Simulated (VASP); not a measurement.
# Ba2Re (P-3m1) in VASP: equation of state

Aim: energy against volume of Ba2Re in PBE, for its equilibrium volume and stiffness.

All numbers are computed with VASP 6.6.1; they aren't measurements. Logs are shortened: lines on timing, memory, paths and dates and some standing lists are left out, and cuts for length are marked.

## Step 1: The structure

The structure is trigonal, space group P-3m1 (No. 164). Conventional cell: a = 5.344 Å, b = 5.344 Å, c = 3.527 Å, α = 90.00°, β = 90.00°, γ = 120.00°. Around Ba (site symmetry 3m) lie 3 Re at 3.22 Å and 8 Ba at 3.51 to 3.59 Å. Around Re (site symmetry -3m) lie 6 Ba at 3.22 Å and 2 Re at 3.53 Å.

The cell was built by a generator and needn't be a form met in nature.

## Step 2: Equation of state, PBE, 27.33 Å³/atom (volume scaled by 0.94)

File INCAR:

```
SYSTEM = Ba2Re
ALGO = Normal ; EDIFF = 1E-7
ENCUT = 520 ; GGA = PE
ISIF = 2 ; ISMEAR = -1
LASPH = .TRUE. ; LCHARG = .FALSE.
LREAL = .FALSE. ; LWAVE = .FALSE.
NBANDS = 20 ; NELM = 60
PREC = Accurate ; SIGMA = 0.05
```

File KPOINTS:

```
k-points
0
G
  6 6 8
  0 0 0
```

File POSCAR:

```
Ba2Re
1.0
    5.2346142891      0.0000000000      0.0000000000
   -2.6173071446      4.5333090022      0.0000000000
    0.0000000000      0.0000000000      3.4552940813
Ba Re
2 1
Direct
    0.6666700000      0.3333300000      0.7385400000
    0.3333300000      0.6666700000      0.2614600000
    0.0000000000      0.0000000000      0.0000000000
```

Potentials or basis: VASP PAW PBE potentials, release 64 (Ba_sv, Re).

Launch:

```
> cat potpaw_PBE.64/Ba_sv/POTCAR potpaw_PBE.64/Re/POTCAR > POTCAR
> mpirun -np 1 vasp_std > vasp.out
```

OUTCAR:

```text
SYSTEM = Ba2Re
   EDIFF = 1E-7
   ENCUT = 520
   GGA = PE
   ISIF = 2
   ISMEAR = -1
   LASPH = .TRUE.
   LREAL = .FALSE.
   NELM = 60
   PREC = Accurate

 Found     89 irreducible k-points:

 Following reciprocal coordinates:
            Coordinates               Weight
  0.000000  0.000000  0.000000      1.000000
  0.166667 -0.000000  0.000000      4.000000
 -0.166667  0.166667  0.000000      2.000000
  0.333333 -0.000000  0.000000      4.000000
 -0.333333  0.333333  0.000000      2.000000
  0.500000 -0.000000  0.000000      2.000000
   k-points           NKPTS =     89   k-points in BZ     NKDIM =     89   number of bands    NBANDS=     20
   number of dos      NEDOS =    301   number of ions     NIONS =      3
   total plane-waves  NPLWV =  44800
   dimension x,y,z NGX =    40 NGY =   40 NGZ =   28
   dimension x,y,z NGXF=    80 NGYF=   80 NGZF=   56
   ions per type =               2   1
   NGX,Y,Z   is equivalent  to a cutoff of  12.70, 12.70, 13.47 a.u.
   NGXF,Y,Z  is equivalent  to a cutoff of  25.41, 25.41, 26.94 a.u.
 SYSTEM =  Ba2Re
   PREC   = accura    normal or accurate (medium, high low for compatibility)
   ISTART =      0    job   : 0-new  1-cont  2-samecut
   ICHARG =      2    charge: 1-file 2-atom 10-const
   ISPIN  =      1    spin polarized calculation?
   LNONCOLLINEAR =      F non collinear calculations
   LSORBIT =      F    spin-orbit coupling
   LASPH  =      T    aspherical Exc in radial PAW
   ENCUT  =  520.0 eV  38.22 Ry    6.18 a.u.   9.73  9.73  6.42*2*pi/ulx,y,z
   NELM   =     60;   NELMIN=  2; NELMDL= -5     # of ELM steps
   EDIFF  = 0.1E-06   stopping-criterion for ELM
   LREAL  =      F    real-space projection
   EDIFFG = 0.1E-05   stopping-criterion for IOM
   NSW    =      0    number of steps for IOM
   IBRION =     -1    ionic relax: 0-MD 1-quasi-New 2-CG
   NFREE  =      0    steps in history (QN), initial steepest desc. (CG)
   ISIF   =      2    stress and relaxation
   ISYM   =      2    0-nonsym 1-usesym 2-fastsym
   POTIM  = 0.5000    time-step for ionic-motion
   TEBEG  =    0.0;   TEEND  =   0.0 temperature during run
   PSTRESS=    0.0 pullay stress
   NELECT =      27.0000    total number of electrons
   NUPDOWN=      -1.0000    fix difference up-down
   EMIN   =  10.00;   EMAX   =-10.00  energy-range for DOS
   EFERMI =   0.00;   METHOD = LEGACY
   ISMEAR =    -1;   SIGMA  =   0.05  broadening in eV -4-tet -1-fermi 0-gaus
   EFERMI_NEDOS =   21; number of points for ismear=-14 and -15
   IALGO  =     38    algorithm
   IMIX   =      4    mixing-type and parameters
     AMIX     =   0.40;   BMIX     =  1.00
     AMIX_MAG =   1.60;   BMIX_MAG =  1.00
  volume/ion in A,a.u.               =      27.33       184.44
  Fermi-wavevector in a.u.,A,eV,Ry     =   1.130493  2.136321 17.388431  1.278014
  Thomas-Fermi vector in A             =   2.267189
   LORBIT       =      0    0 simple, 1 ext, 2 COOP (PROOUT), +10 PAW based schemes
   GGA     = PE    functional components
   LHFCALC =     F    Hartree Fock is set to
   AEXX    =    0.0000 exact exchange contribution
   IVDW    =     0    specifies the selected vdW correction
   LEPSILON=     F    determine dielectric tensor
   LRPA    =     F    only Hartree local field effects (RPA)
 non-spin polarized calculation
  energy-cutoff  :      520.00
  volume of cell :       81.99
 maximum number of plane-waves:      2257
   NGX = 19   NGY = 19   NGZ = 13

 number of electron      26.9999999 magnetization

 Free energy of the ion-electron system (eV)
  ---------------------------------------------------
  ext. energy  EPLUGINS =         0.00000000
  ---------------------------------------------------
  free energy    TOTEN  =       -12.17689643 eV

  energy without entropy =      -12.15345896  energy(sigma->0) =      -12.16517770

 E-fermi :   4.3586     XC(G=0): -10.5273

 val. band max:        4.3574836370   @ k =  -0.1667   0.1667   0.3750
 cond. band min:       4.3803822644   @ k =  -0.3333   0.3333   0.3750
 fundamental gap:      0.0228986274
 Fermi energy:         4.3586064059

 k-point     1 :       0.0000    0.0000    0.0000
  band No.  band energies     occupation
      1     -23.6366      2.00000
      2     -22.9173      2.00000
      3      -9.5428      2.00000
      4      -9.5427      2.00000
      5      -8.1341      2.00000
      6      -7.8710      2.00000
[... 12 lines left out ...]
     19       8.9514      0.00000
     20       8.9542      0.00000

 k-point     2 :       0.1667   -0.0000    0.0000
  band No.  band energies     occupation
      1     -23.5952      2.00000
      2     -22.9631      2.00000
      3      -9.5882      2.00000
      4      -9.4698      2.00000
      5      -8.0804      2.00000
      6      -7.9964      2.00000
[... 12 lines left out ...]
     19       8.7324      0.00000
     20       8.7487      0.00000

 k-point     3 :      -0.1667    0.1667    0.0000
  band No.  band energies     occupation
      1     -23.5952      2.00000
      2     -22.9631      2.00000
      3      -9.5883      2.00000
      4      -9.4697      2.00000
      5      -8.0804      2.00000
      6      -7.9965      2.00000
[... 12 lines left out ...]
     19       8.7379      0.00000
     20       8.7795      0.00000

 k-point     4 :       0.3333   -0.0000    0.0000
  band No.  band energies     occupation
      1     -23.4878      2.00000
      2     -23.0788      2.00000
      3      -9.6701      2.00000
      4      -9.3767      2.00000
      5      -8.1506      2.00000
      6      -7.9393      2.00000
[... 12 lines left out ...]
     19       8.2881      0.00000
     20       8.5828      0.00000

 k-point     5 :      -0.3333    0.3333    0.0000
  band No.  band energies     occupation
      1     -23.4878      2.00000
      2     -23.0788      2.00000
      3      -9.6702      2.00000
      4      -9.3766      2.00000
      5      -8.1507      2.00000
      6      -7.9393      2.00000
[... 12 lines left out ...]
     19       8.2880      0.00000
     20       8.5830      0.00000

 k-point     6 :       0.5000   -0.0000    0.0000
  band No.  band energies     occupation
      1     -23.4004      2.00000
      2     -23.1702      2.00000
      3      -9.7074      2.00000
      4      -9.3685      2.00000
      5      -8.1689      2.00000
      6      -7.8233      2.00000
[... 12 lines left out ...]
     19       8.1407      0.00000
     20       9.0876      0.00000

 [... further k-points ...]

------------------------ aborting loop because EDIFF is reached ----------------------------------------

  FORCE on cell =-STRESS in cart. coord.  units (eV):
  Direction    XX          YY          ZZ          XY          YZ          ZX
  --------------------------------------------------------------------------------------
  -------------------------------------------------------------------------------------
  Total        2.9179671      2.9181988      1.8849913      0.0002006     -0.0000053      0.0000091
  in kB       57.0172091     57.0217358     36.8328153      0.0039192     -0.0001032      0.0001783
  external PRESSURE =      50.2905867 kB  Pullay stress =       0.0000000 kB

 VOLUME and BASIS-vectors are now :
 -----------------------------------------------------------------------------
  energy-cutoff  :      520.00
  volume of cell :       81.99
      direct lattice vectors                 reciprocal lattice vectors
     5.234614289  0.000000000  0.000000000     0.191036043  0.110294710  0.000000000
    -2.617307145  4.533309002  0.000000000     0.000000000  0.220589419  0.000000000
     0.000000000  0.000000000  3.455294081     0.000000000  0.000000000  0.289410967

 POSITION                                       TOTAL-FORCE (eV/Angst)
 -----------------------------------------------------------------------------------
      2.61733      1.51109      2.55187        -0.000212      0.000123     -0.090462
     -0.00003      3.02222      0.90342         0.000212     -0.000123      0.090462
      0.00000      0.00000      0.00000        -0.000000      0.000000      0.000000
 -----------------------------------------------------------------------------------
    total drift:                                0.000000      0.000000      0.000000

  FREE ENERGIE OF THE ION-ELECTRON SYSTEM (eV)
  ---------------------------------------------------
  free  energy   TOTEN  =       -12.1768964324 eV

  energy  without entropy=      -12.1534589603  energy(sigma->0) =      -12.16517770
```

OSZICAR:

```text
N       E                     dE             d eps       ncg     rms          rms(c)
DAV:   1     0.161905192979E+03    0.16191E+03   -0.12441E+04  5692   0.129E+03
DAV:   2    -0.187729208506E+01   -0.16378E+03   -0.15785E+03  6488   0.303E+02
DAV:   3    -0.130218244674E+02   -0.11145E+02   -0.10696E+02  6208   0.819E+01
DAV:   4    -0.134170879624E+02   -0.39526E+00   -0.39193E+00  6128   0.882E+00
DAV:   5    -0.134267994044E+02   -0.97114E-02   -0.96483E-02  5184   0.126E+00    0.189E+01
DAV:   6    -0.137527680758E+02   -0.32597E+00   -0.22986E+01  6392   0.435E+01    0.729E+00
DAV:   7    -0.123083933855E+02    0.14444E+01   -0.11152E+01  6352   0.312E+01    0.714E+00
DAV:   8    -0.121768229032E+02    0.13157E+00   -0.66863E-01  5560   0.915E+00    0.865E-01
DAV:   9    -0.121777832391E+02   -0.96034E-03   -0.35931E-02  5628   0.141E+00    0.487E-01
DAV:  10    -0.121769140668E+02    0.86917E-03   -0.35153E-03  4820   0.313E-01    0.254E-01
DAV:  11    -0.121769070419E+02    0.70249E-05   -0.25311E-04  5420   0.154E-01    0.124E-01
DAV:  12    -0.121768971754E+02    0.98665E-05   -0.19044E-04  5904   0.778E-02    0.195E-02
DAV:  13    -0.121768964398E+02    0.73561E-06   -0.85279E-06  4816   0.159E-02    0.528E-03
DAV:  14    -0.121768964176E+02    0.22148E-07   -0.14424E-06  5024   0.800E-03    0.159E-03
DAV:  15    -0.121768964324E+02   -0.14762E-07   -0.96918E-08  2728   0.384E-03
   1 F= -.12176896E+02 E0= -.12165178E+02  d E =-.234375E-01
```

It took 77 s on 1 thread of Intel Xeon Platinum 8559C (Emerald Rapids), shared host; peak memory 0.29 GiB.

What came out:

| Property | Result |
| --- | --- |
| Free energy | -12.1769 eV |
| Pressure | 5.0 GPa |
| Largest force | 0.090 eV/Å |
| Band gap on the k mesh | none (metal or under the smearing width) |

## Step 3: Equation of state, PBE, 27.91 Å³/atom (volume scaled by 0.96)

File INCAR:

```
ALGO     = Normal         # electronic algorithm
EDIFF    = 1E-7           # SCF threshold, eV
ENCUT    = 520            # plane-wave cutoff, eV
GGA      = PE             # functional
ISIF     = 2              # what is computed and relaxed
ISMEAR   = -1             # smearing method
LASPH    = True           # aspherical terms in the spheres
LCHARG   = False          # write CHGCAR
LREAL    = False          # projectors in reciprocal space
LWAVE    = False          # write WAVECAR
NBANDS   = 20             # bands
NELM     = 60             # most SCF steps
PREC     = Accurate       # precision mode
SIGMA    = 0.05           # smearing width, eV
```

File KPOINTS:

```
k-points
0
Gamma
  6 6 8
```

File POSCAR:

```
Ba2Re
1.0
    5.2714789846      0.0000000000      0.0000000000
   -2.6357394923      4.5652347653      0.0000000000
    0.0000000000      0.0000000000      3.4796279399
Ba Re
2 1
Direct
    0.6666700000      0.3333300000      0.7385400000
    0.3333300000      0.6666700000      0.2614600000
    0.0000000000      0.0000000000      0.0000000000
```

Potentials or basis: VASP PAW PBE potentials, release 64 (Ba_sv, Re).

Launch:

```
> cat potpaw_PBE.64/Ba_sv/POTCAR potpaw_PBE.64/Re/POTCAR > POTCAR
> mpirun -np 1 vasp_std > vasp.out
```

Wall time 77 s (1 thread of Intel Xeon Platinum 8559C (Emerald Rapids), shared host); peak memory 0.29 GiB.

It converged, with:

```yaml
Free_energy: -12.2251 eV
Pressure: 3.8 GPa
Largest_force: 0.076 eV/Å
Band_gap_on_the_k_mesh: none (metal or under the smearing width)
```

## Step 4: Equation of state, PBE, 28.49 Å³/atom (volume scaled by 0.98)

File INCAR:

```
PREC = Accurate
ENCUT = 520
EDIFF = 1E-7
ISMEAR = -1
SIGMA = 0.05
LREAL = F
LASPH = T
NELM = 100
ALGO = Normal
ISIF = 2
LWAVE = F
LCHARG = F
GGA = PE
NBANDS = 20
```

File KPOINTS:

```
Automatic mesh
0
Gamma
  6 6 8
```

File POSCAR:

```
Ba2Re
1.0
    5.3078351610      0.0000000000      0.0000000000
   -2.6539175805      4.5967201380      0.0000000000
    0.0000000000      0.0000000000      3.5036261323
Ba Re
2 1
Direct
    0.6666700000      0.3333300000      0.7385400000
    0.3333300000      0.6666700000      0.2614600000
    0.0000000000      0.0000000000      0.0000000000
```

Launch:

```
> cat potpaw_PBE.64/Ba_sv/POTCAR potpaw_PBE.64/Re/POTCAR > POTCAR
> mpirun -np 1 vasp_std > vasp.out
```

It took 81 s on 1 thread of Intel Xeon Platinum 8559C (Emerald Rapids), shared host; peak memory 0.3 GiB.

It converged, with:

- Free energy: -12.2610 eV
- Pressure: 2.7 GPa
- Largest force: 0.062 eV/Å
- Band gap on the k mesh: none (metal or under the smearing width)

## Step 5: Equation of state, PBE, 29.66 Å³/atom (volume scaled by 1.02)

File INCAR:

```
ALGO = Normal
EDIFF = 1E-7
ENCUT = 520
GGA = PE
ISIF = 2
ISMEAR = -1
LASPH = True
LCHARG = False
LREAL = False
LWAVE = False
NBANDS = 20
NELM = 80
PREC = Accurate
SIGMA = 0.05
```

File KPOINTS:

```
k-points
0
Gamma
  6 6 8
```

File POSCAR:

```
Ba2Re
1.0
    5.3790897731      0.0000000000      0.0000000000
   -2.6895448865      4.6584284428      0.0000000000
    0.0000000000      0.0000000000      3.5506602834
Ba Re
2 1
Direct
    0.6666700000      0.3333300000      0.7385400000
    0.3333300000      0.6666700000      0.2614600000
    0.0000000000      0.0000000000      0.0000000000
```

Launch:

```
> cat potpaw_PBE.64/Ba_sv/POTCAR potpaw_PBE.64/Re/POTCAR > POTCAR
> mpirun -np 1 vasp_std > vasp.out
```

It took 86 s on 1 thread of Intel Xeon Platinum 8559C (Emerald Rapids), shared host; peak memory 0.31 GiB.

Results (log left out):

```yaml
Free_energy: -12.3003 eV
Pressure: 0.9 GPa
Largest_force: 0.038 eV/Å
Band_gap_on_the_k_mesh: none (metal or under the smearing width)
```

## Step 6: Equation of state, PBE, 30.24 Å³/atom (volume scaled by 1.04)

File INCAR:

```
PREC = Accurate ; ENCUT = 520
EDIFF = 1E-7 ; ISMEAR = -1
SIGMA = 0.05 ; LREAL = F
LASPH = T ; NELM = 100
ALGO = Normal ; ISIF = 2
LWAVE = F ; LCHARG = F
GGA = PE ; NBANDS = 20
```

File KPOINTS:

```
Automatic mesh
0
Gamma
  6 6 8
```

File POSCAR:

```
Ba2Re
1.0
    5.4140199062      0.0000000000      0.0000000000
   -2.7070099531      4.6886788258      0.0000000000
    0.0000000000      0.0000000000      3.5737171651
Ba Re
2 1
Direct
    0.6666700000      0.3333300000      0.7385400000
    0.3333300000      0.6666700000      0.2614600000
    0.0000000000      0.0000000000      0.0000000000
```

Potentials or basis: VASP PAW PBE potentials, release 64 (Ba_sv, Re).

Launch:

```
> cat potpaw_PBE.64/Ba_sv/POTCAR potpaw_PBE.64/Re/POTCAR > POTCAR
> mpirun -np 1 vasp_std > vasp.out
```

Wall time 82 s (1 thread of Intel Xeon Platinum 8559C (Emerald Rapids), shared host); peak memory 0.31 GiB.

The run converged. Its results:

```yaml
Free_energy: -12.3059 eV
Pressure: 0.1 GPa
Largest_force: 0.027 eV/Å
Band_gap_on_the_k_mesh: none (metal or under the smearing width)
```

## Step 7: Equation of state, PBE, 30.82 Å³/atom (volume scaled by 1.06)

File INCAR:

```
SYSTEM = Ba2Re
ALGO = Normal
EDIFF = 1E-7
ENCUT = 520
GGA = PE
ISIF = 2
ISMEAR = -1
LASPH = .True.
LCHARG = .False.
LREAL = .False.
LWAVE = .False.
NBANDS = 20
NELM = 80
PREC = Accurate
SIGMA = 0.05
```

File KPOINTS:

```
k-points
0
Gamma
  6 6 8
  0 0 0
```

File POSCAR:

```
Ba2Re
1.0
    5.4485050392      0.0000000000      0.0000000000
   -2.7242525196      4.7185438273      0.0000000000
    0.0000000000      0.0000000000      3.5964803085
Ba Re
2 1
Direct
    0.6666700000      0.3333300000      0.7385400000
    0.3333300000      0.6666700000      0.2614600000
    0.0000000000      0.0000000000      0.0000000000
```

Launch:

```
> cat potpaw_PBE.64/Ba_sv/POTCAR potpaw_PBE.64/Re/POTCAR > POTCAR
> mpirun -np 1 vasp_std > vasp.out
```

It took 1.7 min on 1 thread of Intel Xeon Platinum 8559C (Emerald Rapids), shared host; peak memory 0.32 GiB.

Results (log left out):

| Item | Value |
| --- | --- |
| Free energy | -12.3035 eV |
| Pressure | -0.6 GPa |
| Largest force | 0.017 eV/Å |
| Band gap on the k mesh | none (metal or under the smearing width) |

## Step 8: Equation of state, PBE

This step only gathers the single runs of the series.

What came out:

```yaml
Equilibrium_volume: 30.34 Å³/atom
Bulk_modulus_at_fixed_shape_and_positions: 38 GPa
Pressure_derivative_of_the_bulk_modulus: 4.5
```

Energy against volume, from the lowest point:
| volume (Å³/atom) | energy (meV/atom) |
| --- | --- |
| 27.332 | 43.01 |
| 27.913 | 26.93 |
| 28.495 | 14.98 |
| 29.076 | 6.74 |
| 29.658 | 1.87 |
| 30.239 | 0.00 |
| 30.821 | 0.81 |

Caveat: the cell was scaled at fixed shape and fractional positions, which overstates the stiffness of a crystal with free parameters, most of all of layers and chains. The run has no spin-orbit coupling, so splittings on Ba, Re are missing.
